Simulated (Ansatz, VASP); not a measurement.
# One calculation of Zn4Ga, two programs

```xyz
5
Lattice="-2.6895 2.6895 2.6895 2.6895 -2.6895 2.6895 2.6895 2.6895 -2.6895" Properties=species:S:1:pos:R:3 pbc="T T T"
Zn    1.3447    1.3447   -1.3447
Zn   -1.3447    1.3447    1.3447
Zn    1.3447   -1.3447    1.3447
Zn    1.3447    1.3447    1.3447
Ga    0.0000    0.0000    0.0000
```

Change from the starting cell: species swapped into the Hg4Pt type (Im-3m, No. 229).

Alike in both runs: task single point; functional PBE; k mesh 4 × 4 × 4; occupations gaussian, width 0.1 eV; no spin polarisation.

|  | VASP | Ansatz |
| --- | --- | --- |
| version | VASP 6.6.1 | Ansatz 0.2.0 |
| potentials or method | VASP PAW PBE potentials, release 64 (Zn, Ga_d) | scalar-relativistic, plane waves, PAW |
| plane-wave cutoff (eV) | 520 | 420 |
| valence electrons in the cell | 61 | 61 |

```tsv
	VASP	Ansatz	Ansatz less VASP
gap on the k mesh at the Fermi level (eV)	none	none	-
pressure (GPa)	19.8	19.4	-0.47
```

A gap of «none» marks a metal or a gap that the smearing closes.

Caveats: the k mesh is coarse (spacing up to 0.41 Å⁻¹), so the values aren't converged; so large a pressure means that the cell lies far from this level's equilibrium, or that cutoff or potentials fall short (VASP).
